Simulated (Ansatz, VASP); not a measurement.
# Cross-check of Se (Selenium) between VASP and Ansatz

Wanted: the spread between two codes on one cell, functional and k mesh. The structure shown comes from an earlier Ansatz run, which isn't shown and may have moved the atoms alone.

Calculated with Ansatz 0.2.0; plane waves, with VASP 6.6.1 beside it; elastic constants at r2SCAN.

## (1) Starting point

The structure is trigonal, space group P3_121 (No. 152). The conventional cell has a = 4.505 Å, b = 4.505 Å, c = 4.992 Å, α = 90.00°, β = 90.00°, γ = 120.00°. Se has 2 Se at 2.37 Å nearest.

## (2) Ansatz: elastic constants, r2SCAN

Ansatz runs on its default PAW (the set named soft_2) files.

Elastic constants are differences of stresses under small strains, so they test the stress and the mesh.

input.yaml

```yaml
crystal:
  lattice:
    - [4.5045251154, 0.0, 0.0]
    - [-2.2522625577, 3.9010331819, 0.0]
    - [0.0, 0.0, 4.9915841064]
  atoms:
    - { symbol: Se, position: [0.2171535016, 0.0, 0.3333333333] }
    - { symbol: Se, position: [0.0, 0.2171535016, 0.6666666667] }
    - { symbol: Se, position: [0.7828464984, 0.7828464984, 0.0] }
kpoints:
  mp_grid: { grid: [6, 6, 6] }
hamiltonian:
  xc: r2scan
scf:
  occupations: { method: gaussian, width: 0.02 }
output:
  forces: true
  stress: true
  eigenvalues: true
elastic:
  mode: relaxed_ion
  stencil: two_point
```

The run is started by

```sh
> ansatz run input.yaml --threads 4 --pin off --max-ram 8192MiB --backend cpu --events-out ev --progress --plain --runs-dir out
```

Numbers of over 12 decimals in the logs are rounded to 6 here.

The log of the run:

```text
Engine: ansatz 0.2.0, aarch64-unknown-linux-gnu
Pseudopotentials: kind: paw
Pseudopotential: Se, paw, valence charge 16, recommended cutoff 500 eV (meta_gga), Se.paw.azcp
Functional definition: r2SCAN
  parameter k0 = 0.174
  parameter k1 = 0.065
  parameter a1 = 4.9479
  exchange = r2scan_x(k0 = k0, k1 = k1, a1 = a1)
  correlation = r2scan_c
Crystal: 3 atoms, lattice volume = 87.714 Å³
Basis set: ecut = 500 eV, 2221 PW (Γ), exchange–correlation on 144×144×160 points (64 copies of the dense FFT grid, shifted against one another)
Bands: 29, of which v1, the nominal top of the filled ones, is band 24 counted from 1 (23 counted from 0)
Symmetry: 6 space group operations
Space group: P3121 (ITA 152), of the structure as read, at distance tolerance 4.4e-5 Å
k-points: 34 of 216 (time reversal used)
Non-local potential: Se, projectors of the file, l = 0: 2, l = 1: 2, l = 2: 3, l = 3: 1
PAW form: soft (Blöchl's): semilocal exchange-correlation on the pseudo side does not see the compensation charge
PAW frozen core: Se, regenerated for the run's functional (the file was generated under x = pbe(κ = 0.804, μ = 0.219515), c = pbe(β = 0.066725))
PAW one-centre angular grid: Se, 590 points (default); XC on 160 Gauss nodes
Initial density: superposition of atomic densities (neutral atoms: chi_scale 0, normalization atom), corrected by the library's trained network
Initial wavefunctions: pseudopotential atomic-orbital guess
Functional: x = r2scan, c = r2scan; τ floored in thin density (d = 2e-4 eV/Å³)
SCF iter   1: F=—  HF=-16434.370960 eV  |F-HF|=—  |Δ(HF+E_count)|=         —  Δρ=2.84e-3  dr2=4.75e-3  dr2_τ=9.29e-3  ethr=1.77e-3  ⟨swp⟩=6.5  Hψ=4324  notcnv=0
preconditioner: auto → Resta (q_TF=auto, 2.467 Å⁻¹)  ε∞=3.4  [insulator: Δε(μ)=1.326 eV  Ē_g=10.916 eV  σ=0.020 eV  W_gap=1.00  n_scr=20 (ndim 8)  ℏωp=16.8 eV  f_vac=0.131  D(μ)=0.00/eV (n_scr^D=0)  ε∞_Penn≈3.4]
SCF iter   2: F=—  HF=-16434.379075 eV  |F-HF|=—  |Δ(HF+E_count)|=   8.11e-3  Δρ=1.73e-3  dr2=1.59e-3  dr2_τ=3.30e-5  ethr=9.89e-6  ⟨swp⟩=2.0  Hψ=2210  notcnv=0  defer=34
SCF iter   3: F=—  HF=-16434.379605 eV  |F-HF|=—  |Δ(HF+E_count)|=   5.30e-4  Δρ=6.30e-4  dr2=2.20e-4  dr2_τ=4.62e-6  ethr=3.31e-6  ⟨swp⟩=2.0  Hψ=1289  notcnv=0  defer=34
SCF iter   4: F=—  HF=-16434.379730 eV  |F-HF|=—  |Δ(HF+E_count)|=   1.25e-4  Δρ=1.00e-4  dr2=8.40e-6  dr2_τ=2.55e-7  ethr=4.58e-7  ⟨swp⟩=2.0  Hψ=1262  notcnv=0  defer=34
SCF iter   5: F=—  HF=-16434.379736 eV  |F-HF|=—  |Δ(HF+E_count)|=   5.54e-6  Δρ=1.74e-5  dr2=3.01e-7  dr2_τ=7.30e-9  ethr=1.75e-8  ⟨swp⟩=2.4  Hψ=1438  notcnv=0  defer=34
SCF iter   6: F=—  HF=-16434.379737 eV  |F-HF|=—  |Δ(HF+E_count)|=   9.87e-7  Δρ=2.94e-6  dr2=6.75e-9  dr2_τ=2.13e-10  ethr=6.26e-10  ⟨swp⟩=2.0  Hψ=1258  notcnv=0  defer=34
SCF iter   7: F=—  HF=-16434.379737 eV  |F-HF|=—  |Δ(HF+E_count)|=   8.03e-9  Δρ=6.36e-7  dr2=3.85e-10  dr2_τ=7.12e-12  ethr=1.41e-11  ⟨swp⟩=2.8  Hψ=1767  notcnv=0  defer=34
SCF iter   8: F=—  HF=-16434.379737 eV  |F-HF|=—  |Δ(HF+E_count)|=  4.55e-10  Δρ=9.38e-8  dr2=8.01e-12  dr2_τ=1.62e-13  ethr=8.01e-13 (applied; sched 1.00e-12)  ⟨swp⟩=2.0  Hψ=1258  notcnv=0  defer=34
SCF iter   9: F=—  HF=-16434.379737 eV  |F-HF|=—  |Δ(HF+E_count)|=  1.82e-11  Δρ=1.48e-8  dr2=1.92e-13  dr2_τ=5.41e-15  ethr=1.67e-14 (applied; sched 1.00e-12)  ⟨swp⟩=2.0  Hψ=1258  notcnv=0  defer=34
SCF iter  10: F=-16434.379737 eV  HF=-16434.379737 eV  |F-HF|=3.64e-12  |Δ(HF+E_count)|=    0.00e0  Δρ=3.30e-9  dr2=8.57e-15  dr2_τ=2.74e-16  ethr=1.00e-12  ⟨swp⟩=8.2  Hψ=4106  notcnv=0
SCF 1 converged in 10 iterations: F = -16434.379737 eV  dr2 = 8.57e-15
  greatest PAW one-centre occupation: 1.000 electrons in one spin orbital (limit 2), on the Se atom at site 1 (counted from 0), in its partial waves of l = 2
relax step   1: F+E_penalty+E_count = -16434.37973680 eV  Δ(F+E_penalty+E_count) = +0.000e0 eV  max|allowed force component| = 9.421e-4 eV/Å  Δτ_max = 0.0000 Å  (10 SCF iters, accepted)
[...]
relax step   2: F+E_penalty+E_count = -16434.37972095 eV  Δ(F+E_penalty+E_count) = -3.296e-5 eV  max|allowed force component| = 1.453e-4 eV/Å  Δτ_max = 0.0014 Å  (9 SCF iters, accepted)
[...]
relax step   3: F+E_penalty+E_count = -16434.37972095 eV  Δ(F+E_penalty+E_count) = -1.528e-9 eV  max|allowed force component| = 6.610e-5 eV/Å  Δτ_max = 0.0000 Å  (5 SCF iters, accepted)
[...]
relax step   4: F+E_penalty+E_count = -16434.37972095 eV  Δ(F+E_penalty+E_count) = -3.711e-10 eV  max|allowed force component| = 2.418e-7 eV/Å  Δτ_max = 0.0000 Å  (4 SCF iters, accepted)
iter 1 solved again at ethr=1.00e-12 eV; its pass at ethr=3.10e-3 eV (dr2=3.80e-14 eV) is discarded
SCF iter   1: F=—  HF=-16434.379721 eV  |F-HF|=—  |Δ(HF+E_count)|=         —  Δρ=7.99e-9  dr2=3.97e-14  dr2_τ=2.06e-15  ethr=1.00e-12  ⟨swp⟩=2.1  Hψ=8531  notcnv=0
SCF iter   2: F=-16434.379721 eV  HF=-16434.379721 eV  |F-HF|=0.00e0  |Δ(HF+E_count)|=  3.64e-12  Δρ=4.56e-9  dr2=1.22e-14  dr2_τ=4.03e-16  ethr=1.00e-12  ⟨swp⟩=3.9  Hψ=6639  notcnv=0
SCF 31 converged in 2 iterations: F = -16434.379721 eV  dr2 = 1.22e-14
SCF converged after 2 iterations
Free energy (F): -16434.379737 eV
Harris-Foulkes:  -16434.379737 eV  (|F-HF|=0.00e0)
Internal energy: -16434.379737 eV  (E = F + TS)
E sigma→0 (E₀):  -16434.379737 eV
Fermi energy:    6.343177 eV
--- Per-component energies (eV) ---
  E_band       = -1308.505755
  E_kinetic    = 351.147766
  E_local      = -8033.124766  (includes V_loc(G=0)·N_el)
  E_nonlocal   = -1781.812574
  E_hartree    = 3918.856988
  E_xc         = -292.152723
  E_vxc        = -314.192967  (∫ρ·V_xc dr)
  E_paw        = -5777.480705  (= ΣΔE_a)
  E_vpaw       = 615.835424  (= ΣTr[D̂ρ^β])
  E_aug_tail   = -0.000622  (compensation charges beyond the density's cutoff)
  E_vtau       = 15.928010  (kinetic-family band-sum trace: ∫τ·v_τ [+ j·A + Jᵃ·Aᵃ] dr)
  E_ewald      = -4814.518789
  E_core_change = -5.294311  (= ΣΔE_core)
  E_smearing   = -0.000000  (= −TS)
  E_closure    = 0.000000  (closes the sum)
  Σ components = -16434.379737   (vs F -16434.379737, Δ=0.00e0)
--- Forces (eV/Å), atoms counted from 1 ---
  atom   1  Se     0.00003942    -0.00000000    -0.00000000
  atom   2  Se    -0.00001971     0.00003414    -0.00000000
  atom   3  Se    -0.00001971    -0.00003414     0.00000000
  max |Σ_I F_I| component: 1.16e-16 eV/Å
--- Stress (GPa, compression-positive) ---
        0.009028       0.000000       0.000000
        0.000000       0.009028       0.000000
        0.000000       0.000000       0.004613
  P = ⅓ Tr σ = 0.0076 GPa (0.076 kbar)
--- Band table (eV; the first three rows and the last of 34) ---
  k-point 0: bands = [... 20 lower, 2.0228, 3.6121, 3.6121, 5.2808, 7.9380, 7.9380, 8.2613, 12.1543, ... 1 higher]
  k-point 1: bands = [... 20 lower, 2.0741, 3.6993, 3.8645, 5.0757, 7.6946, 7.7652, 8.0310, 12.7687, ... 1 higher]
  k-point 2: bands = [... 20 lower, 2.1771, 3.9455, 4.3396, 4.6302, 7.3778, 7.4012, 7.6112, 12.8916, ... 1 higher]
  k-point 33: bands = [... 20 lower, 0.9084, 4.6895, 5.4158, 5.4158, 7.0058, 8.7531, 8.7531, 12.6887, ... 1 higher]
--- Elastic constants: 3 strain directions × 2 members + reference (group order 6) ---
  dense FFT box of the reference and of every strained cell: 36×36×40
  strains applied: 11, 33, 23; error gains: componentwise 1.00 (the most a stress slope's error grows in a printed constant), spectral 1.41 (1 for all six strains in a standard setting)
  reference relaxed by the batch: 2 steps; max|allowed force component| 9.42e-4 eV/Å at the deck's positions, 3.93e-5 at the last accepted step, 3.94e-5 by the solve of record
  largest displacement 5.6e-5 Å; the constants are those of the deck's cell at these positions:
  atoms:
    - { symbol: Se, position: [0.217141, 0, 0.333333] }
    - { symbol: Se, position: [-1.3877787807814457e-17, 0.217141, 0.666667] }
    - { symbol: Se, position: [0.782859, 0.782859, 0] }
  C = ∂σ_k/∂η_j (tension-positive GPa; Voigt order 11 22 33 23 13 12):
        12.999      5.200     13.351      4.841      0.000      0.000
         5.200     12.999     13.351     -4.841      0.000      0.000
        13.348     13.348     80.189      0.000      0.000      0.000
         4.842     -4.842      0.000     13.692      0.000      0.000
        -0.000      0.000      0.000      0.000     13.692      4.842
        -0.000      0.000      0.000      0.000      4.841      3.899
  reference stress σ⁰ (GPa):     -0.009     -0.009     -0.005     -0.000     -0.000     -0.000
  C* (energy form; C + prestress term) asymmetry max|C*_kj − C*_jk| = 1.560e-3 GPa — a small one proves nothing (zero by symmetry where the batch's group is 432, −43m or m−3m); a large one is finite-difference/SCF noise where every solve meets its electron count
  moduli (Voigt/Reuss/Hill, GPa): K = 18.89/8.81/13.85   G = 11.21/3.91/7.56   E = 19.19   ν = 0.269
  mechanically stable: yes (min eigenvalue of sym C = 1.91 GPa)
  strain η (Voigt 11):  stress-route row diagonal C_11 = 13.00 GPa, energy-path curvature d²(F+E_count+ΔE)/dδ²/Ω₀ = 12.99 GPa
         δ    σ_11 (GPa)             F (eV)   n_scf  n_hpsi   n_pw
    -2.000e-3      -0.0352      -16434.3797119       2   15733   2244   relax 4 steps, max|allowed force component| 4.95e-5 eV/Å
     2.000e-3       0.0168      -16434.3797320       2   15651   2250   relax 2 steps, max|allowed force component| 4.45e-5 eV/Å
  strain η (Voigt 33):  stress-route row diagonal C_33 = 80.19 GPa, energy-path curvature d²(F+E_count+ΔE)/dδ²/Ω₀ = 80.19 GPa
         δ    σ_33 (GPa)             F (eV)   n_scf  n_hpsi   n_pw
    -2.000e-3      -0.1650      -16434.3796425       2    7802   2250   relax 3 steps, max|allowed force component| 4.64e-7 eV/Å
     2.000e-3       0.1558      -16434.3796533       2    7780   2250   relax 3 steps, max|allowed force component| 4.72e-7 eV/Å
  strain η (Voigt 23):  stress-route row diagonal C_44 = 13.69 GPa, energy-path curvature d²(F+E_count+ΔE)/dδ²/Ω₀ = 13.70 GPa
         δ    σ_23 (GPa)             F (eV)   n_scf  n_hpsi   n_pw
    -2.000e-3      -0.0273      -16434.3797211       2   15587   2250   relax 5 steps, max|allowed force component| 4.19e-6 eV/Å
     2.000e-3       0.0275      -16434.3797209       2   15826   2250   relax 4 steps, max|allowed force component| 2.42e-7 eV/Å
```

The column dr2 measures how far the density is from self-consistency, as an energy; F and HF (Harris–Foulkes) agree once it is small.

[end of part 1 of 2]

[Lines on the potential files, build, host, timing and source positions are cut from VASP's logs without a mark.]

[Logs are printed without paths, hosts, clocks, repeated set-up lines and the standing remarks that a program may print on its own settings, such as how far it seeks lower states.]

[Hosts, paths, dates, database ids (printed as entryN), source tags and the programs' standing remarks are cut or masked in the printed files.]
